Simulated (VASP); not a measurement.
Here is the system:

```yaml
crystal:
  lattice:
    - [4.85348, 0.00000, 0.00000]
    - [0.00000, 4.85348, 0.00000]
    - [0.00000, 0.00000, 3.24360]
  atoms:
    - { symbol: Zr, position: [0.00000, 0.00000, 0.00000] }
    - { symbol: Zr, position: [0.50000, 0.50000, 0.50000] }
    - { symbol: O, position: [0.69427, 0.30573, 0.00000] }
    - { symbol: O, position: [0.30573, 0.69427, 0.00000] }
    - { symbol: O, position: [0.19427, 0.19427, 0.50000] }
    - { symbol: O, position: [0.80573, 0.80573, 0.50000] }
```

Computed with PBEsol GGA, VASP's PBE PAW potentials (set 64) (plane waves; VASP). Settings: 520 eV cut-off, Gaussian smearing of 0.050 eV, potentials Zr_sv O.

### Question
Give the energies of bands 14 to 27 at the high-symmetry points, in eV from the valence-band maximum.

### Answer

```json
[
 {"band": "14", "Γ": "-4.95", "X": "-3.98", "M": "-4.96", "Z": "-3.78", "R": "-4.41", "A": "-3.87"},
 {"band": "15", "Γ": "-4.29", "X": "-3.47", "M": "-3.64", "Z": "-3.11", "R": "-3.45", "A": "-3.46"},
 {"band": "16", "Γ": "-3.56", "X": "-3.47", "M": "-3.64", "Z": "-3.11", "R": "-3.45", "A": "-3.46"},
 {"band": "17", "Γ": "-3.56", "X": "-2.82", "M": "-2.27", "Z": "-2.83", "R": "-2.13", "A": "-3.06"},
 {"band": "18", "Γ": "-1.68", "X": "-2.82", "M": "-2.27", "Z": "-2.83", "R": "-2.13", "A": "-3.06"},
 {"band": "19", "Γ": "-1.68", "X": "-2.65", "M": "-1.77", "Z": "-2.11", "R": "-1.66", "A": "-1.93"},
 {"band": "20", "Γ": "-1.48", "X": "-2.65", "M": "-1.77", "Z": "-2.11", "R": "-1.66", "A": "-1.93"},
 {"band": "21", "Γ": "-0.75", "X": "-1.40", "M": "-1.06", "Z": "-1.95", "R": "-1.60", "A": "-1.10"},
 {"band": "22", "Γ": "-0.54", "X": "-1.40", "M": "-1.06", "Z": "-1.95", "R": "-1.60", "A": "-1.10"},
 {"band": "23", "Γ": "-0.54", "X": "-0.66", "M": "-0.79", "Z": "-0.84", "R": "-0.93", "A": "-0.48"},
 {"band": "24", "Γ": "0.00", "X": "-0.66", "M": "-0.79", "Z": "-0.84", "R": "-0.93", "A": "-0.48"},
 {"band": "25", "Γ": "3.59", "X": "4.21", "M": "3.65", "Z": "4.87", "R": "3.57", "A": "4.39"},
 {"band": "26", "Γ": "3.76", "X": "4.21", "M": "3.65", "Z": "4.87", "R": "3.57", "A": "4.39"},
 {"band": "27", "Γ": "4.42", "X": "5.31", "M": "4.75", "Z": "5.23", "R": "5.44", "A": "5.19"}
]
```

The gap is indirect, 3.57 eV, from the valence maximum at Γ to the conduction minimum at R.

The structure comes from a computed database's ZrO2 entry (P4_2/mnm); how it stands against other phases isn't given here. It was relaxed first.
